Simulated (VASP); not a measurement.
Runs of VASP 6.6.1 on Mo. The structure is cubic, space group Im-3m (No. 229). Conventional cell: a = 3.131 Å, b = 3.131 Å, c = 3.131 Å, α = 90.00°, β = 90.00°, γ = 90.00°. Mo (site symmetry m-3m) is surrounded by 8 Mo at 2.71 Å. 

```tsv
level	k mesh	cutoff (eV)	smearing	gap on the mesh (eV)	pressure (GPa)
PBEsol	18 × 18 × 18	520	gaussian 0.5 eV	none	0.4
PBEsol	28 × 28 × 28	520	gaussian 0.1 eV	none	0.2
PBEsol	18 × 18 × 18	700	gaussian 0.1 eV	none	0.1
r2SCAN	18 × 18 × 18	520	gaussian 0.1 eV	none	(a)
PBEsol	18 × 18 × 18	900	gaussian 0.1 eV	none	0.1
```

Alike in all rows: task single point; potentials or basis VASP PAW PBE potentials, release 64 (Mo_sv); no spin polarisation; cell as given.

Question: Fill in the values left out.

Answer: (a) 6.4.

Caveats: the PAW data sets were made with another functional, which shifts forces and pressure a little.

A k mesh can miss the band edges, and the runs leave out spin-orbit coupling on Mo.

A gap of «none» marks a metal or a gap under the smearing width.
